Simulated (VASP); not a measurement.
ZnSe: band gap against strain

ZnSe (zinc blende, F-43m, 23.569 Å³/atom and stress up to 0.15 GPa in the relaxed cell, cube axes along x, y and z) under an equal strain ε along all three axes. PBE in VASP (plane waves, PAW), 480 eV, 10×10×10 Γ-centred mesh, Gaussian smearing 0.05 eV; ions are relaxed, or left where forces stay under 0.02 eV/Å, within the symmetry of each cell. Gaps are the smallest on the run's k-mesh, which can miss an edge that lies off it, without spin-orbit coupling; in all rows the valence edge lies at Γ and the conduction edge at Γ.

Here s stands for strain and Eg for gap.

```csv
strain (%),gap (eV)
-1.50,1.332
-1.00,1.271
-0.50,1.210
0.00,1.151
0.50,1.093
1.00,1.035
1.50,0.979
3.00,?
```

Taking a straight line for Eg over the 7 complete rows: Means: s 0, Eg 1.1530. About the means, the sum of products is -0.82400 and the sum of squares of s is 7.0000; the slope is their ratio. Least squares gives Eg = 1.1530 - 0.11771·s. Residuals (row less fit): 0.0024, 0.0003, -0.0019, -0.0020, -0.0011, -0.0003, 0.0026; standard error 0.0021 (degrees of freedom: 5). Over these rows the gap moves by -11.77 ± 0.08 eV per unit strain, or -3.9 eV per unit of ln V.

Estimate the missing Eg (s = 3.00); what did the run itself give?

Eg = 1.1530 - 0.11771 × 3.0 = 0.7999 eV. The calculation gives 0.817 eV, 0.0171 eV above the prediction (3.3 % of the range of Eg in the table). The row lies outside the fitted rows, so this is an extrapolation. From the scatter of the fitted rows alone, a prediction at this place has a standard error of 0.0032 eV, so the miss is 5.3 times that.

A polynomial of degree 2 through the 12 other runs of the series gives 0.817 there, so most of the miss is curvature that the fit leaves out. Other structures, which can take over under pressure, weren't tried. Spin-orbit coupling is left out, which can shift this property for ZnSe. Rows are the converged runs of the series near zero and its far end; series whose fitted rows scatter by over a few per cent of the range, as at a crossing or softening among them, aren't shown in this form, nor equations of state whose B0' disagrees with the runs' pressures. Most that stay on the fit to the last digits aren't either.
